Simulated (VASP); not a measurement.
An input for Quantum ESPRESSO's pw.x (written as the equivalent of a VASP run, and not itself run):

```
&CONTROL
  calculation = 'scf'
  pseudo_dir = './pseudo'
  outdir = './out'
  tprnfor = .true.
  tstress = .true.
/
&SYSTEM
  ibrav = 0
  nat = 24
  ntyp = 2
  ecutwfc = 84
  occupations = 'smearing'
  smearing = 'gaussian'
  degauss = 0.000735
  input_dft = 'pbe'
/
&ELECTRONS
  conv_thr = 7.3e-08
  electron_maxstep = 100
/
ATOMIC_SPECIES
  Ti 47.867 Ti.upf
  O 15.999 O.upf
CELL_PARAMETERS angstrom
     5.1187400    0.0000000    0.0000000
     0.0000000    9.1399540    0.0000000
     0.0000000    0.0000000    5.4269110
ATOMIC_POSITIONS crystal
  Ti   0.1379100  0.3710300  0.4025800
  Ti   0.8620900  0.6289700  0.5974200
  Ti   0.3620900  0.6289700  0.9025800
  Ti   0.6379100  0.3710300  0.0974200
  Ti   0.6379100  0.1289700  0.5974200
  Ti   0.3620900  0.8710300  0.4025800
  Ti   0.8620900  0.8710300  0.0974200
  Ti   0.1379100  0.1289700  0.9025800
  O    0.4647100  0.2697100  0.3899900
  O    0.5352900  0.7302900  0.6100100
  O    0.0352900  0.7302900  0.8899900
  O    0.9647100  0.2697100  0.1100100
  O    0.9647100  0.2302900  0.6100100
  O    0.0352900  0.7697100  0.3899900
  O    0.5352900  0.7697100  0.1100100
  O    0.4647100  0.2302900  0.8899900
  O    0.8166300  0.0104800  0.8511900
  O    0.1833700  0.9895200  0.1488100
  O    0.6833700  0.9895200  0.3511900
  O    0.3166300  0.0104800  0.6488100
  O    0.3166300  0.4895200  0.1488100
  O    0.6833700  0.5104800  0.8511900
  O    0.1833700  0.5104800  0.6488100
  O    0.8166300  0.4895200  0.3511900
K_POINTS automatic
  3 2 3 0 0 0
```

### Question
Write the VASP files for the same calculation (PBE).

### Answer
One answer among several that fit: 
INCAR:
```
SYSTEM  =  TiO2
PREC  =  Accurate; ENCUT  =  400; LREAL  =  Auto
LASPH  =  .TRUE.
EDIFF  =  1E-6; NELM  =  100; ALGO  =  Normal
LMAXMIX  =  4
ISMEAR  =  0; SIGMA  =  0.01
GGA  =  PE
ISIF  =  2
LWAVE  =  .FALSE.; LCHARG  =  .FALSE.
```

### POSCAR
```
TiO2
1.0
  5.1187400000   0.0000000000   0.0000000000
  0.0000000000   9.1399540000   0.0000000000
  0.0000000000   0.0000000000   5.4269110000
Ti O
8 16
Cartesian
  0.7059254334   3.3911971326   2.1847658304
  4.4128145666   5.7487568674   3.2421451696
  1.8534445666   5.7487568674   4.8982213304
  3.2652954334   3.3911971326   0.5286896696
  3.2652954334   1.1787798674   3.2421451696
  1.8534445666   7.9611741326   2.1847658304
  4.4128145666   7.9611741326   0.5286896696
  0.7059254334   1.1787798674   4.8982213304
  2.3787296654   2.4651369933   2.1164410209
  2.7400103346   6.6748170067   3.3104699791
  0.1806403346   6.6748170067   4.8298965209
  4.9380996654   2.4651369933   0.5970144791
  4.9380996654   2.1048400067   3.3104699791
  0.1806403346   7.0351139933   2.1164410209
  2.7400103346   7.0351139933   0.5970144791
  2.3787296654   2.1048400067   4.8298965209
  4.1801166462   0.0957867179   4.6193323741
  0.9386233538   9.0441672821   0.8075786259
  3.4979933538   9.0441672821   1.9058768741
  1.6207466462   0.0957867179   3.5210341259
  1.6207466462   4.4741902821   0.8075786259
  3.4979933538   4.6657637179   4.6193323741
  0.9386233538   4.6657637179   3.5210341259
  4.1801166462   4.4741902821   1.9058768741
```

**KPOINTS**
```
Automatic mesh
0
Gamma
3 2 3
0 0 0
```

POTCAR, in this order: Ti_sv O (PBE.64 set). Program: vasp_std.

What does not carry over: the potentials are each code's own (VASP's PAW set, PseudoDojo norm-conserving files in pw.x), so ENCUT and ecutwfc are chosen apart and not converted; conv_thr bounds pw.x's estimated SCF error, while EDIFF bounds the energy change between steps.

The structure comes from a computed database's TiO2 entry, a phase known from measurement. The cell was not relaxed at this level.
